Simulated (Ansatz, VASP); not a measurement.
# Sb (Antimony): VASP beside Ansatz, part 2 of 2

Wanted: the spread between two codes on one cell, functional and k mesh. The structure shown is the start of the Ansatz relaxation below; VASP solves that cell, so the two are compared at the walk's first step.

VASP 6.6.1 and Ansatz 0.2.0.

So far. Step 3 (VASP: single point, PBEsol, start cell, pair 1): The run ends at a pressure of 1.03 GPa, with forces up to 0.10 eV/Å.

### 7. VASP: single point, PBEsol, start cell, pair 2

Level of this step: PBEsol; plane waves and PAW (Sb) (VASP).

The same cell, functional, mesh and smearing now go to VASP, with its own data sets.

Input file INCAR:

```
SYSTEM = Sb
PREC = Accurate
ENCUT = 400
EDIFF = 1E-06
NELM = 120
ISMEAR = 1
SIGMA = 0.2
LREAL = .FALSE.
ALGO = Normal
GGA = PS
NBANDS = 11
LORBIT = 11
LWAVE = .FALSE.
LCHARG = .FALSE.
ISIF = 2
LASPH = .TRUE.
GGA_COMPAT = .FALSE.
KPAR = 2
```

Input file POSCAR:

```
Sb
1.0
    2.1661420000      1.2506230000      3.6136780000
   -2.1661420000      1.2506230000      3.6136780000
    0.0000000000     -2.5012450000      3.6136780000
Sb
2
Direct
    0.2360974956      0.2360974956      0.2360975900
    0.7639023156      0.7639023156      0.7639024100
```

Input file KPOINTS:

```
Automatic mesh
0
Gamma
12 12 12
0 0 0
```

Potentials, in the order of the species: Sb (PBE family, release 64).

Run with:

```bash
$ mpirun -np 2 vasp_std
```

Numbers of over 12 decimals in the logs are rounded to 6 here.

Log:

```text
[banner, memory and clock lines left out]
running    2 mpi-ranks, on    1 nodes
[...]
[... a notice as in an earlier step ...]

 LDA part: xc-table for (Slater+PW92), standard interpolation
 POSCAR, INCAR and KPOINTS ok, starting setup
[...]
entering main loop
       N       E                     dE             d eps       ncg     rms          rms(c)
DAV:   1     0.285736384625E+02    0.28574E+02   -0.31301E+03  4158   0.582E+02
DAV:   2    -0.752703245343E+01   -0.36101E+02   -0.34925E+02  5630   0.102E+02
DAV:   3    -0.911330324204E+01   -0.15863E+01   -0.15683E+01  5077   0.241E+01
DAV:   4    -0.912682654021E+01   -0.13523E-01   -0.13522E-01  4663   0.263E+00
[...]
DAV:   8    -0.911228272341E+01   -0.26491E-04   -0.14066E-04  4707   0.818E-02    0.174E-02
DAV:   9    -0.911228992757E+01   -0.72042E-05   -0.14517E-05  4713   0.241E-02    0.599E-03
DAV:  10    -0.911228938411E+01    0.54346E-06   -0.19724E-06  3495   0.780E-03
   1 F= -.91122894E+01 E0= -.91130344E+01  d E =0.223510E-02
```

Parts of OUTCAR (step 7):

```text
  Total        0.2258225      0.2258225      0.4983588     -0.0000000      0.0000000      0.0000000
  in kB        6.1597614      6.1597614     13.5937342     -0.0000000      0.0000013      0.0000000
  external PRESSURE =       8.6377523 kB  Pullay stress =       0.0000000 kB

 POSITION                                       TOTAL-FORCE (eV/Angst)
 -----------------------------------------------------------------------------------
      0.00000     -0.00000      2.55954         0.000000      0.000000      0.106335
      0.00000      0.00000      8.28149         0.000000     -0.000000     -0.106335
 -----------------------------------------------------------------------------------
    total drift:                               -0.000000      0.000077      0.000226

  FREE ENERGIE OF THE ION-ELECTRON SYSTEM (eV)
  ---------------------------------------------------
  free  energy   TOTEN  =        -9.1122893841 eV

  energy  without entropy=       -9.1145244837  energy(sigma->0) =       -9.11303442

[... 1 part as in an earlier step ...]

[... 2 further parts left out ...]
[key lines of the parts left out:]
E-fermi :   7.3651
```

The run ends at a pressure of 0.86 GPa, with forces up to 0.11 eV/Å.

### 8. Differences

What differs besides the data sets and the points named for the pairs above, as far as they apply: the data sets hold 30 valence electrons in Ansatz (on its PAW soft_1 files) and 10 in VASP. Total energies have different zeros and are not compared.

Forces (eV/Å; atoms numbered as in POSCAR):

```
atom        Ansatz x, y, z          VASP x, y, z
 Sb1   0.000, 0.000, 0.059   0.000, 0.000, 0.106
 Sb2  0.000, 0.000, -0.059  0.000, 0.000, -0.106
```

The forces differ by 27 meV/Å r.m.s., which is 44.4 % of the r.m.s. force of 0.061 eV/Å (both taken over all components).

### 9. What the set-up changes

Further runs change the set-up of one program: Ansatz's method, potentials or start, or VASP's data sets, cutoff or form of LDA. The table gives that difference for each run.

```
                         run  r.m.s. force difference (meV/Å)
                    as above                               27
VASP with a cutoff of 500 eV (perhaps on Ansatz's relaxed cell)                               25
```

### 10. Ansatz: relaxation, PBEsol

The two programs are compared at the cell with which this relaxation starts, whose forces are those of its first step. The cell compared in this pair holds 59.08 Å³, against 58.74 Å³ for the pair before.

The structure compared here is the start of the Ansatz relaxation; VASP solves that cell, so the two are compared at the walk's first step.

Input file input.yaml:

```yaml
crystal:
  lattice:
    - [2.1615156246, 1.2479516277, 3.6505524357]
    - [-2.1615156246, 1.2479516277, 3.6505524357]
    - [0.0, -2.4959032554, 3.6505524357]
  atoms:
    - { symbol: Sb, position: [0.2356195289, 0.2356195289, 0.2356195289] }
    - { symbol: Sb, position: [0.7643804711, 0.7643804711, 0.7643804711] }
  conventional_axes: [[1, -1, 0], [0, 1, -1], [1, 1, 1]]
kpoints:
  mp_grid: { grid: [12, 12, 12] }
hamiltonian:
  xc: pbesol
  pseudopotentials: { kind: paw, azcp: { folder: soft_1 }, xc_functional: pbe }
scf:
  occupations: { method: methfessel_paxton, width: 0.2 }
output:
  forces: true
  stress: true
  eigenvalues: true
relax:
  adjacent_minimum: "off"
  f_tol: 0.001
  max_steps: 60
  cell: { stress_tol: 0.01, fix: [c, angles] }
```

Run with:

```bash
$ ansatz run input.yaml --threads 4 --pin off --max-ram 10240MiB --backend cpu --events-out ev --progress --plain --runs-dir out
```

Log:

```text
[...]
Crystal: 2 atoms, lattice volume = 59.083 Å³
Basis set: ecut = 420 eV, 1177 PW (Γ), exchange–correlation on 60×60×60 points (8 copies of the dense FFT grid, shifted against one another)
Bands: 19, of which v1, the nominal top of the filled ones, is band 15 counted from 1 (14 counted from 0)
Symmetry: 4 space group operations
k-points: 476 of 1728
[...]
--- Relaxed structure (3 steps of the walk, 3 accepted, 1 SCFs on fresh bases) ---
[...]
cell:  # Å, volume = 59.3367 Å³
    - [2.166142, 1.250623, 3.6505524357]
    - [-2.166142, 1.250623, 3.6505524357]
    - [-5.366551275773186e-19, -2.501245, 3.6505524357]
  atoms:
    - { symbol: Sb, position: [0.236098, 0.236098, 0.236098] }
    - { symbol: Sb, position: [0.763902, 0.763902, 0.763902] }
[key lines of the parts left out:]
SCF converged after 6 iterations
Free energy (F): -12816.325489 eV
Fermi energy:    10.332948 eV
P = ⅓ Tr σ = 0.1382 GPa (1.382 kbar)
```

### 11. VASP: single point, PBEsol, start cell, pair 3

The same cell, functional, mesh and smearing now go to VASP, with its own data sets.

INCAR is that of step 7.

Input file POSCAR:

```
Sb
1.0
    2.1615160000      1.2479520000      3.6505520000
   -2.1615160000      1.2479520000      3.6505520000
    0.0000000000     -2.4959030000      3.6505520000
Sb
2
Direct
    0.2356193863      0.2356193863      0.2356194807
    0.7643804249      0.7643804249      0.7643805193
```

KPOINTS is that of step 7.

Run with:

```bash
$ mpirun -np 2 vasp_std
```

Log:

```text
[... set-up lines as in an earlier step ...]
 entering main loop
       N       E                     dE             d eps       ncg     rms          rms(c)
DAV:   1     0.288188261040E+02    0.28819E+02   -0.31434E+03  4158   0.580E+02
DAV:   2    -0.755687844021E+01   -0.36376E+02   -0.35143E+02  5472   0.103E+02
DAV:   3    -0.911600814661E+01   -0.15591E+01   -0.15507E+01  5008   0.240E+01
DAV:   4    -0.912942335460E+01   -0.13415E-01   -0.13412E-01  4646   0.269E+00
[...]
DAV:   8    -0.911443629960E+01   -0.28474E-04   -0.13870E-04  4686   0.820E-02    0.175E-02
DAV:   9    -0.911444379395E+01   -0.74944E-05   -0.14982E-05  4727   0.243E-02    0.592E-03
DAV:  10    -0.911444325433E+01    0.53963E-06   -0.19436E-06  3461   0.779E-03
   1 F= -.91144433E+01 E0= -.91152415E+01  d E =0.239477E-02
```

OUTCAR, selected parts (step 11):

```text
  Total        0.2244773      0.2244772      0.3356024     -0.0000000      0.0000000      0.0000000
  in kB        6.0871917      6.0871899      9.1005921     -0.0000000      0.0000008      0.0000000
  external PRESSURE =       7.0916579 kB  Pullay stress =       0.0000000 kB

 POSITION                                       TOTAL-FORCE (eV/Angst)
 -----------------------------------------------------------------------------------
      0.00000      0.00000      2.58042         0.000000      0.000000      0.110855
      0.00000      0.00000      8.37123         0.000000     -0.000000     -0.110855
 -----------------------------------------------------------------------------------
    total drift:                                0.000000      0.000077      0.000229

  FREE ENERGIE OF THE ION-ELECTRON SYSTEM (eV)
  ---------------------------------------------------
  free  energy   TOTEN  =        -9.1144432543 eV

  energy  without entropy=       -9.1168380246  energy(sigma->0) =       -9.11524151

[... 1 part as in an earlier step ...]

[... 2 further parts left out ...]
[key lines of the parts left out:]
E-fermi :   7.3268
```

The run ends at a pressure of 0.71 GPa, with forces up to 0.11 eV/Å.

### 12. Differences

What differs besides the data sets and the points named for the pairs above, as far as they apply: the data sets hold 30 valence electrons in Ansatz (on its PAW soft_1 files) and 10 in VASP. Total energies have different zeros and are not compared.

Forces (eV/Å; atoms numbered as in POSCAR):

```
atom        Ansatz x, y, z          VASP x, y, z
 Sb1   0.000, 0.000, 0.061   0.000, 0.000, 0.111
 Sb2  0.000, 0.000, -0.061  0.000, 0.000, -0.111
```

The forces differ by 29 meV/Å r.m.s., which is 44.6 % of the r.m.s. force of 0.064 eV/Å (both taken over all components).

### 13. What the set-up changes

Further runs change the set-up of one program: Ansatz's method, potentials or start, or VASP's data sets, cutoff or form of LDA. The table gives that difference for each run.

| run | r.m.s. force difference (meV/Å) |
| --- | --- |
| as above | 29 |
| VASP with a cutoff of 500 eV (perhaps on Ansatz's relaxed cell) | 27 |

### 14. Summary of results

```yaml
r_m_s_force_difference_single_point_pbesol_start_cell_pair_1: 26 meV/Å
r_m_s_force_difference_single_point_pbesol_start_cell_pair_2: 27 meV/Å
r_m_s_force_difference_single_point_pbesol_start_cell_pair_3: 29 meV/Å
```

In words: The r.m.s. force difference is 29 meV/Å (single point, PBEsol, start cell, pair 3), beyond the 12 meV/Å picked in this series as the mark of a large difference. The data sets hold unlike numbers of valence electrons (30 in Ansatz and 10 in VASP), so part of the differences comes from the potentials. 7 further runs of this series are not shown here. Such differences can come from data sets, numerical settings and the points named under the comparisons, not from the functional's error against experiment.

[Lines on the potential files, build, host, timing and source positions are cut from VASP's logs without a mark.]

[Logs are printed without paths, hosts, clocks, repeated set-up lines and the standing remarks that a program may print on its own settings, such as how far it seeks lower states.]

[Hosts, paths, dates, database ids (printed as entryN), source tags and the programs' standing remarks are cut or masked in the printed files.]

[Rows of further runs with another cutoff or data set may stand on the cell that Ansatz relaxed, not on the start cell of the pair above them.]
